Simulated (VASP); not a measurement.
# MnO2: hyperfine terms and field gradients, part 2 of 2

Aim: the hyperfine contact terms and the field gradients at the nuclei of MnO2, by functional. The start is a computed cell from the Materials Project.

VASP 6.6.1, plane waves and PAW; the level of theory is named at each step.

So far: The structure; Local probes at LDA.

## (2) Local probes at LDA (continued)

Level of this step: LDA, DFT+U (Mn d 4.5 eV), spin-polarised from a ferromagnetic start; plane waves and PAW (Mn_pv, O) (VASP).

From OUTCAR (step 2):

```text
ion  position               nearest neighbor table
   1  0.000  0.000  0.500-   3 1.90   6 1.90   3 1.90   6 1.90   4 1.90   5 1.90   2 2.86   2 2.86
                             2 2.86   2 2.86
   2  0.500  0.000  0.500-   4 1.90   5 1.90   6 1.90   4 1.90   5 1.90   3 1.90   1 2.86   1 2.86
                             1 2.86   1 2.86
   3  0.167  0.667  0.706-   1 1.90   1 1.90   2 1.90
   4  0.667  0.667  0.706-   2 1.90   2 1.90   1 1.90
   5  0.333  0.333  0.294-   2 1.90   2 1.90   1 1.90
   6  0.833  0.333  0.294-   2 1.90   1 1.90   1 1.90

  LATTYP: Found a simple orthorhombic cell.
 ALAT       =     2.8565781805
 B/A-ratio  =     1.6107992739
 C/A-ratio  =     1.7320508075

 Subroutine GETGRP returns: Found  4 space group operations
 (whereof  4 operations were pure point group operations)

The static configuration has the point symmetry C_2h.

 Found    266 irreducible k-points:

   k-points           NKPTS =    266   k-points in BZ     NKDIM =    266   number of bands    NBANDS=     39

   dimension x,y,z NGX =    48 NGY =   24 NGZ =   36
   dimension x,y,z NGXF=    96 NGYF=   48 NGZF=   72

   ENCUT  =  560.0 eV  41.16 Ry    6.42 a.u.  11.02  5.51  8.88*2*pi/ulx,y,z

   NELECT =      50.0000    total number of electrons

 k-points in reciprocal lattice and weights: Automatic mesh
   0.00000000  0.00000000  0.00000000       0.001
   0.08333333 -0.00000000  0.00000000       0.002
   0.16666667  0.00000000  0.00000000       0.002
   0.25000000  0.00000000  0.00000000       0.002
   0.33333333 -0.00000000  0.00000000       0.002
   0.41666667  0.00000000  0.00000000       0.002
   0.50000000  0.00000000  0.00000000       0.001
   0.00000000  0.08333333  0.00000000       0.005
   0.08333333  0.08333333  0.00000000       0.005
[...]
0.41666667  0.50000000  0.50000000       0.002
   0.50000000  0.50000000  0.50000000       0.001

atom =   1  type =  1  l = 2

 onsite density matrix

spin component  1

  0.7961 -0.0000 -0.0000  0.2000 -0.0000
 -0.0000  0.7279  0.0000  0.0000  0.2000
 -0.0000  0.0000  0.9634  0.0000 -0.0000
  0.2000  0.0000  0.0000  0.7279 -0.0000
 -0.0000  0.2000 -0.0000 -0.0000  0.7961

spin component  2

  0.2004 -0.0000  0.0000 -0.1190 -0.0000
 -0.0000  0.2193 -0.0000  0.0000 -0.1190
  0.0000 -0.0000  0.0869 -0.0000  0.0000
 -0.1190  0.0000 -0.0000  0.2193 -0.0000
 -0.0000 -0.1190  0.0000 -0.0000  0.2004

 occupancies and eigenvectors

  o =  0.0869  v =  0.0000  0.0000  0.0000  0.0000  0.0000 -0.0000 -0.0000  1.0000 -0.0000 -0.0000      0.0000  0.0000  0.0000  0.0000  0.0000  0.0000  0.0000  0.0000  0.0000  0.0000
  o =  0.0904  v =  0.0000  0.0000  0.0000  0.0000  0.0000  0.6362  0.3393  0.0000  0.5876  0.3673      0.0000  0.0000  0.0000  0.0000  0.0000  0.0000  0.0000  0.0000  0.0000  0.0000
  o =  0.0904  v =  0.0000  0.0000  0.0000  0.0000  0.0000 -0.3673  0.5876  0.0000 -0.3393  0.6362      0.0000  0.0000  0.0000  0.0000  0.0000  0.0000  0.0000  0.0000  0.0000  0.0000
  o =  0.3292  v =  0.0000  0.0000  0.0000  0.0000  0.0000  0.3393  0.6362 -0.0000 -0.3673 -0.5876      0.0000  0.0000  0.0000  0.0000  0.0000  0.0000  0.0000  0.0000  0.0000  0.0000
  o =  0.3292  v =  0.0000  0.0000  0.0000  0.0000  0.0000 -0.5876  0.3673 -0.0000  0.6362 -0.3393      0.0000  0.0000  0.0000  0.0000  0.0000  0.0000  0.0000  0.0000  0.0000  0.0000
  o =  0.5591  v = -0.3225 -0.6619 -0.0000  0.3821  0.5585  0.0000  0.0000  0.0000  0.0000  0.0000      0.0000  0.0000  0.0000  0.0000  0.0000  0.0000  0.0000  0.0000  0.0000  0.0000
  o =  0.5591  v =  0.5585 -0.3821  0.0000 -0.6619  0.3225  0.0000  0.0000  0.0000  0.0000  0.0000      0.0000  0.0000  0.0000  0.0000  0.0000  0.0000  0.0000  0.0000  0.0000  0.0000
  o =  0.9634  v =  0.0000  0.0000  1.0000  0.0000  0.0000  0.0000  0.0000  0.0000  0.0000  0.0000      0.0000  0.0000  0.0000  0.0000  0.0000  0.0000  0.0000  0.0000  0.0000  0.0000
  o =  0.9649  v =  0.6619  0.3224 -0.0000  0.5585  0.3821  0.0000  0.0000  0.0000  0.0000  0.0000      0.0000  0.0000  0.0000  0.0000  0.0000  0.0000  0.0000  0.0000  0.0000  0.0000
  o =  0.9649  v = -0.3821  0.5585  0.0000 -0.3224  0.6619  0.0000  0.0000  0.0000  0.0000  0.0000      0.0000  0.0000  0.0000  0.0000  0.0000  0.0000  0.0000  0.0000  0.0000  0.0000

atom =   2  type =  1  l = 2

 onsite density matrix

spin component  1

spin component  2

 occupancies and eigenvectors

 the core state eigenenergies are
   1-  1s  -6421.1851  2s   -736.2711  2p   -622.4857  3s    -77.2000
   2-  1s  -6421.1851  2s   -736.2711  2p   -622.4857  3s    -77.2000
   3-  1s   -502.6715
   4-  1s   -502.6715
   5-  1s   -502.6715
   6-  1s   -502.6715

 E-fermi :   3.1976

 spin component 1
 k-point     1 :       0.0000    0.0000    0.0000
  band No.  band energies     occupation
    ...
     24       0.9058      1.00000
     25       1.3936      1.00000
     26       1.6396      1.00000
     27       1.6396      1.00000
     28       1.9367      1.00000
     29       4.6916      0.00000
     30       5.3838      0.00000
     31       5.4784      0.00000
     32       5.4784      0.00000
     33       9.9053      0.00000
    ...

 k-point     2 :       0.0833   -0.0000    0.0000
  band No.  band energies     occupation
    ...
     24       1.0016      1.00000
     25       1.3265      1.00000
     26       1.6412      1.00000
     27       1.6463      1.00000
     28       1.9639      1.00000
     29       4.6715      0.00000
     30       5.3776      0.00000
     31       5.4188      0.00000
     32       5.4664      0.00000
     33       9.9865      0.00000
    ...

 k-point     3 :       0.1667    0.0000    0.0000
  band No.  band energies     occupation
    ...
     24       1.1555      1.00000
     25       1.1965      1.00000
     26       1.6317      1.00000
     27       1.6602      1.00000
     28       2.0373      1.00000
     29       4.6149      0.00000
     30       5.2514      0.00000
     31       5.3604      0.00000
     32       5.4335      0.00000
     33      10.2203      0.00000
    ...

 k-point     4 :       0.2500    0.0000    0.0000
  band No.  band energies     occupation
    ...
     24       0.9327      1.00000
     25       1.4279      1.00000
     26       1.5996      1.00000
     27       1.6656      1.00000
     28       2.1325      1.00000
     29       4.5326      0.00000
     30       5.0094      0.00000
     31       5.3362      0.00000
     32       5.3884      0.00000
     33      10.5804      0.00000
    ...

 k-point     5 :       0.3333   -0.0000    0.0000
  band No.  band energies     occupation
    ...
     24       1.0227      1.00000
     25       1.5407      1.00000
     26       1.6426      1.00000
     27       1.6775      1.00000
     28       2.2106      1.00000
     29       4.4451      0.00000
     30       4.7449      0.00000
     31       5.3114      0.00000
     32       5.3428      0.00000
     33      11.0308      0.00000
    ...

 k-point     6 :       0.4167    0.0000    0.0000
  band No.  band energies     occupation
    ...
     24       1.2614      1.00000
     25       1.4483      1.00000
     26       1.5735      1.00000
     27       1.9246      1.00000
     28       2.2209      1.00000
     29       4.3856      0.00000
     30       4.5228      0.00000
     31       5.2940      0.00000
     32       5.3080      0.00000
     33      11.5348      0.00000
    ...

  Total       -0.6119784     -0.6119715     -1.0455163     -0.0000060      0.0000096      0.0000166
  in kB      -15.0766991    -15.0765289    -25.7573382     -0.0001474      0.0002365      0.0004094
  external PRESSURE =     -18.6368554 kB  Pullay stress =       0.0000000 kB

  energy-cutoff  :      560.00
  volume of cell :       65.03
      direct lattice vectors                 reciprocal lattice vectors
     5.713156361  0.000000000  0.000000000     0.175034593  0.101056270  0.000000000
    -1.428289090  2.473869272  0.000000000     0.000000000  0.404225078  0.000000000
     0.000000000  0.000000000  4.601374059     0.000000000  0.000000000  0.217326387

 POSITION                                       TOTAL-FORCE (eV/Angst)
 -----------------------------------------------------------------------------------
      0.00000      0.00000      2.30069         0.000000     -0.000000      0.000000
      2.85658      0.00000      2.30069         0.000000     -0.000000      0.000000
     -0.00000      1.64925      3.24992         0.000002      0.000001     -0.149994
      2.85658      1.64925      3.24992         0.000002      0.000001     -0.149994
      1.42829      0.82462      1.35146        -0.000002     -0.000001      0.149994
      4.28487      0.82462      1.35146        -0.000002     -0.000001      0.149994
 -----------------------------------------------------------------------------------
    total drift:                                0.000001     -0.000000     -0.000000

  FREE ENERGIE OF THE ION-ELECTRON SYSTEM (eV)
  ---------------------------------------------------
  free  energy   TOTEN  =       -46.1574143118 eV

  energy  without entropy=      -46.1574143100  energy(sigma->0) =      -46.15741431

 Electric field gradients after diagonalization (V/A^2)
 (convention: |V_zz| > |V_xx| > |V_yy|)
----------------------------------------------------------------------
 ion       V_xx      V_yy      V_zz     asymmetry (V_yy - V_xx)/ V_zz
----------------------------------------------------------------------
   1     -10.374   -10.371    20.745       0.000
   2     -10.374   -10.371    20.745       0.000
   3      14.626    14.624   -29.249       0.000
   4      14.626    14.624   -29.249       0.000
   5      14.626    14.624   -29.249       0.000
   6      14.626    14.624   -29.249       0.000
----------------------------------------------------------------------

 Fermi contact (isotropic) hyperfine coupling parameter (MHz)
 -------------------------------------------------------------
  ion      A_pw      A_1PS     A_1AE     A_1c      A_tot
 -------------------------------------------------------------
   1      14.020    14.018     9.466   -12.397     9.468
   2      14.020    14.018     9.466   -12.397     9.468
   3      -0.358    -0.357     0.404     0.435     0.404
   4      -0.358    -0.357     0.404     0.435     0.404
   5      -0.358    -0.357     0.404     0.435     0.404
   6      -0.358    -0.357     0.404     0.435     0.404
 -------------------------------------------------------------

 Total hyperfine coupling parameters after diagonalization (MHz)
 (convention: |A_zz| > |A_xx| > |A_yy|)
 ----------------------------------------------------------------------
  ion      A_xx      A_yy      A_zz     asymmetry (A_yy - A_xx)/ A_zz
 ----------------------------------------------------------------------
   1       9.163     9.163    10.076      -0.000
   2       9.163     9.163    10.076      -0.000
   3       0.301     0.301     0.609      -0.000
   4       0.301     0.301     0.609      -0.000
   5       0.301     0.301     0.609      -0.000
   6       0.301     0.301     0.609      -0.000
 ---------------------------------------------------------------------

 total charge
# of ion       s       p       d       tot
------------------------------------------
    1        0.367   6.494   4.903  11.765
    2        0.367   6.494   4.903  11.765
    3        1.567   3.403   0.000   4.970
    4        1.567   3.403   0.000   4.970
    5        1.567   3.403   0.000   4.970
    6        1.567   3.403   0.000   4.970
--------------------------------------------------
tot          7.002  26.603   9.807  43.411

 magnetization (x)
# of ion       s       p       d       tot
------------------------------------------
    1        0.028   0.037   3.082   3.148
    2        0.028   0.037   3.082   3.148
    3        0.002  -0.090   0.000  -0.088
    4        0.002  -0.090   0.000  -0.088
    5        0.002  -0.090   0.000  -0.088
    6        0.002  -0.090   0.000  -0.088
--------------------------------------------------
tot          0.064  -0.287   6.164   5.942

[... 6 further parts left out ...]
```

The magnetic state follows from one typed start and may not be the lowest. These are scalar-relativistic Kohn-Sham levels of the ground state, with no core hole, so they are not binding energies. The atoms bear forces, and field gradients depend strongly on their positions. The PAW data sets were made with PBE, though LDA sets exist; this is a small mismatch.

This step gave:

```yaml
free_energy_toten: -46.16 eV
fermi_energy: 3.198 eV
pressure: -1.864 GPa
moment_of_the_cell_from_the_last_line_of_the_log: 6 μB
```

Spin moment in the PAW sphere by atom:

| atom | spin moment in the PAW sphere (μB) |
| --- | --- |
| Mn1 | 3.15 |
| Mn2 | 3.15 |
| O3 | -0.09 |
| O4 | -0.09 |
| O5 | -0.09 |
| O6 | -0.09 |

For a gyromagnetic ratio of 1 MHz/T at every nucleus. The program has divided the terms by the spin of the whole cell, so they fall as a cell holds more magnetic ions. A_tot leaves out the core's term, which the program lists beside it. Hyperfine Fermi contact, by row:

| atom | A_tot (MHz) | core term A_1c (MHz) | contact term, their sum (MHz) |
| --- | --- | --- | --- |
| Mn1 | 9.468 | -12.4 | -2.929 |
| Mn2 | 9.468 | -12.4 | -2.929 |
| O3 | 0.404 | 0.435 | 0.839 |
| O4 | 0.404 | 0.435 | 0.839 |
| O5 | 0.404 | 0.435 | 0.839 |
| O6 | 0.404 | 0.435 | 0.839 |

The two shallowest core shells; atoms whose shallowest level rounds to another's at 0.01 eV are left out. Core levels, by row:

| atom | shell | level below the valence-band top (eV) |
| --- | --- | --- |
| Mn1 | 2p | 624.8 |
| Mn1 | 3s | 79.48 |
| O3 | 1s | 504.9 |

Ordered as |Vzz| ≥ |Vxx| ≥ |Vyy|, the program's way. Electric field gradients, by row:

| atom | Vxx (V/Å²) | Vyy (V/Å²) | Vzz (V/Å²) | asymmetry |
| --- | --- | --- | --- | --- |
| Mn1 | -10.37 | -10.37 | 20.75 | 0 |
| Mn2 | -10.37 | -10.37 | 20.75 | 0 |
| O3 | 14.63 | 14.62 | -29.25 | 0 |
| O4 | 14.63 | 14.62 | -29.25 | 0 |
| O5 | 14.63 | 14.62 | -29.25 | 0 |
| O6 | 14.63 | 14.62 | -29.25 | 0 |

The largest gradient is -29.25 V/Å², at O3.

## (3) Local probes at r2SCAN

This step: r2SCAN, DFT+U (Mn d 4.5 eV), spin-polarised from a ferromagnetic start; plane waves and PAW (Mn_pv, O) (VASP 6.6.1).

Field gradients probe the charge near the nuclei, so LASPH is on and the cutoff is at least 1.4 times the default of the data sets; this run is at r2SCAN. LHYPERFINE adds the spin density at the nuclei, with NGYROMAG = 1 for all, so that values scale to any isotope.

File INCAR:

```
SYSTEM = MnO2
PREC = Accurate
ENCUT = 560
EDIFF = 1E-07
NELM = 100
ISMEAR = -1
SIGMA = 0.05
LREAL = .FALSE.
ALGO = Normal
METAGGA = R2SCAN
LASPH = .TRUE.
NBANDS = 39
ISPIN = 2
MAGMOM = 4 4 0 0 0 0
LDAU = .TRUE.
LDAUTYPE = 2
LDAUL = 2 -1
LDAUU = 4.5 0
LDAUJ = 0 0
LDAUPRINT = 1
LMAXMIX = 4
LORBIT = 11
LWAVE = .FALSE.
LCHARG = .FALSE.
KPAR = 4
LEFG = .TRUE.
LHYPERFINE = .TRUE.
NGYROMAG = 1 1
```

File POSCAR:

```
MnO2
1.0
    5.7131563608      0.0000000000      0.0000000000
   -1.4282890902      2.4738692722      0.0000000000
    0.0000000000      0.0000000000      4.6013740589
Mn O
2 4
Direct
    0.0000000000      0.0000000000      0.5000000000
    0.5000000000      0.0000000000      0.5000000000
    0.1666666666      0.6666666667      0.7062925700
    0.6666666666      0.6666666667      0.7062925700
    0.3333333334      0.3333333333      0.2937074300
    0.8333333333      0.3333333333      0.2937074300
```

File KPOINTS:

```
Automatic mesh
0
Gamma
12 12 6
0 0 0
```

Potentials, in the order of the species: Mn_pv and O (PBE family, release 64).

Command:

```sh
> mpirun -np 4 vasp_std
```

What it wrote:

```text
[banner, memory and clock lines left out]
running    4 mpi-ranks, on    1 nodes
[...]
[... a notice as in an earlier step ...]

 LDA part: xc-table for (None), standard interpolation
 POSCAR, INCAR and KPOINTS ok, starting setup
[...]
entering main loop
       N       E                     dE             d eps       ncg     rms          rms(c)
DAV:   1     0.643611974383E+03    0.64361E+03   -0.29545E+04 42056   0.163E+03
DAV:   2    -0.212965920545E+02   -0.66491E+03   -0.61288E+03 42936   0.483E+02
DAV:   3    -0.833517290422E+02   -0.62055E+02   -0.60996E+02 47154   0.159E+02
DAV:   4    -0.844770269986E+02   -0.11253E+01   -0.11235E+01 46895   0.228E+01
[...]
DAV:  12    -0.593438970639E+02   -0.11660E-02   -0.36309E-03 45362   0.474E-01    0.381E-01
DAV:  13    -0.593437810916E+02    0.11597E-03   -0.64571E-04 44513   0.259E-01    0.109E-01
DAV:  14    -0.593438837267E+02   -0.10264E-03   -0.91430E-05 44881   0.113E-01    0.519E-02
```

Elapsed: 26 min, on 4 MPI ranks of AMD EPYC 7R43, shared host.

The run was cut off at its time limit.

More ranks or a longer limit would be the way on.

## (4) Results

```yaml
lda: largest |Vzz| 29.2 V/Å²
```

The largest field gradient is that at O3, Vzz = -29.2 V/Å² at LDA, with an asymmetry of 0.00. The Hubbard term of the inputs acts at every level. The dependence on the functional was not obtained, because values were collected at one level alone. The largest contact term, with the core's share, for a gyromagnetic ratio of 1 MHz/T and divided by the spin of the whole cell: -2.93 MHz on Mn1 at LDA. At magnetic ions the core's share is large and depends on the functional. The values belong to the ordered state computed here. For isotopes with a quadrupole moment, the coupling follows from Vzz times that moment. Kohn-Sham core levels are too shallow against measured binding energies; only differences between inequivalent sites of one element, where there are any, carry meaning. The run «local probes at r2SCAN» ended without a result (time limit). The atoms weren't relaxed and carry forces of up to 0.15 eV/Å at LDA, so the numbers belong to the given coordinates, and a relaxation would change them. All of it rests on one ferromagnetic start, which may not be the order of the real compound, and on the typed U. Not tabulated here, as repeats of values shown or as unfit to read for their mesh, reference level or band range: hyperfine terms (local probes); gaps (local probes).

[Lines on the potential files, build, host, timing and source positions are cut from VASP's logs without a mark.]

[Logs are printed without paths, hosts, clocks, repeated set-up lines and the standing remarks that a program may print on its own settings, such as how far it seeks lower states.]

[Hosts, paths, dates, database ids (printed as entryN), source tags and the programs' standing remarks are cut or masked in the printed files.]
